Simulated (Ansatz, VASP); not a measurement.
**ScPbS4 in VASP and in Ansatz**

File INCAR:

```
ALGO     = Normal         # electronic algorithm
EDIFF    = 1E-6           # SCF threshold, eV
EDIFFG   = -0.01          # ionic threshold
ENCUT    = 600            # plane-wave cutoff, eV
GGA      = PE             # functional
IBRION   = 2              # ionic algorithm
ISIF     = 3              # what is computed and relaxed
ISMEAR   = 0              # smearing method
LASPH    = True           # aspherical terms in the spheres
LCHARG   = False          # write CHGCAR
LREAL    = False          # projectors in reciprocal space
LWAVE    = False          # write WAVECAR
NELM     = 100            # most SCF steps
NSW      = 100            # ionic steps
PREC     = Accurate       # precision mode
SIGMA    = 0.1            # smearing width, eV
```

The input KPOINTS:

```
k-points
0
Gamma
  8 8 8
```

POSCAR

```
ScPbS4
1.0
    0.0000000000      3.9061852032      3.9061852032
    3.9061852032      0.0000000000      3.9061852032
    3.9061852032      3.9061852032      0.0000000000
Sc Pb S
1 1 4
Direct
    0.2500000000      0.2500000000      0.2500000000
    0.0000000000      0.0000000000      0.0000000000
    0.6228437569      0.6228437569      0.6228437569
    0.1314687294      0.6228437569      0.6228437569
    0.6228437569      0.6228437569      0.1314687294
    0.6228437569      0.1314687294      0.6228437569
```

Input for Ansatz:

```yaml
crystal:
  lattice:
    - [0.0, 3.9061852032, 3.9061852032]
    - [3.9061852032, 0.0, 3.9061852032]
    - [3.9061852032, 3.9061852032, 0.0]
  atoms:
    - { symbol: Sc, position: [0.25, 0.25, 0.25] }
    - { symbol: Pb, position: [0.0, 0.0, 0.0] }
    - { symbol: S, position: [0.6228437569, 0.6228437569, 0.6228437569] }
    - { symbol: S, position: [0.1314687294, 0.6228437569, 0.6228437569] }
    - { symbol: S, position: [0.6228437569, 0.6228437569, 0.1314687294] }
    - { symbol: S, position: [0.6228437569, 0.1314687294, 0.6228437569] }
basis:
  ecutwfc: 420
kpoints:
  mp_grid: { grid: [8, 8, 8] }
hamiltonian:
  xc: pbe
scf:
  occupations: { method: gaussian, width: 0.1 }
output:
  forces: true
  stress: true
  eigenvalues: true
relax:
  adjacent_minimum: "off"
  f_tol: 0.01
  max_steps: 80
  cell: { stress_tol: 0.05 }
```

Change from the starting cell: species swapped into the MgCu4Sn type (F-43m, No. 216).

Alike in both runs: task relaxation of cell and atoms; functional PBE; k mesh 8 × 8 × 8; occupations gaussian, width 0.1 eV; no spin polarisation.

|  | VASP | Ansatz |
| --- | --- | --- |
| version | VASP 6.6.1 | Ansatz 0.2.0 |
| potentials or method | VASP PAW PBE potentials, release 64 (Sc_sv, Pb_d, S) | scalar-relativistic, plane waves, PAW |
| plane-wave cutoff (eV) | 600 | 420 |
| valence electrons in the cell | 49 | 49 |

Ansatz gave:

```
gap on the k mesh at the Fermi level, each at its own relaxed structure (eV) : none
relaxed volume (Å³/atom)                                                     : 19.62
relaxed cell length with the largest relative difference (Å)                 : 5.501
```

Task: Estimate VASP's values.

Result: gap on the k mesh at the Fermi level, each at its own relaxed structure (eV): none; relaxed volume (Å³/atom): 19.60; relaxed cell length with the largest relative difference (Å): 5.499.

A gap of «none» marks a metal or a gap that the smearing closes.

Spin-orbit coupling is left out, which matters for the levels of Pb.
